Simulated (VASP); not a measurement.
Given:

```
CELL_PARAMETERS angstrom
     10.49169     0.00000     0.00000
      0.00000     4.73494     0.00000
      0.00000     0.00000    17.78495
ATOMIC_POSITIONS crystal
  Cs 0.58415 0.25000 0.16990
  Cs 0.41585 0.75000 0.83010
  Cs 0.91585 0.75000 0.66990
  Cs 0.08415 0.25000 0.33010
  Sn 0.84136 0.25000 0.93810
  Sn 0.15864 0.75000 0.06190
  Sn 0.65864 0.75000 0.43810
  Sn 0.34136 0.25000 0.56190
  I  0.52685 0.75000 0.61560
  I  0.47315 0.25000 0.38440
  I  0.97315 0.25000 0.11560
  I  0.02685 0.75000 0.88440
  I  0.79401 0.75000 0.29136
  I  0.20599 0.25000 0.70864
  I  0.70599 0.25000 0.79136
  I  0.29401 0.75000 0.20864
  I  0.66611 0.75000 0.99863
  I  0.33389 0.25000 0.00137
  I  0.83389 0.25000 0.49863
  I  0.16611 0.75000 0.50137
```

Level of theory: PBE GGA, VASP's PBE PAW potentials (set 64) (plane waves; VASP 6.6.1). Numerical set-up: LREAL = Auto, 300 eV cut-off, 2×3×1 Γ-centred mesh, Gaussian smearing of 0.010 eV, potentials Cs_sv Sn_d I.

Estimate the energy per atom (σ→0), largest force.

```
Property                        Value
---------------------  --------------
energy per atom (σ→0)  -2.807 eV/atom
largest force              0.176 eV/Å
```

Total energies compare only between runs with the same potentials, cut-off and functional.

The structure comes from a computed database's CsSnI3 entry; how it stands against other phases isn't given here. The cell was not relaxed at this level. The k-mesh is coarse (spacing up to 0.44 per Å, 2π included), so the numbers may not be converged in it.
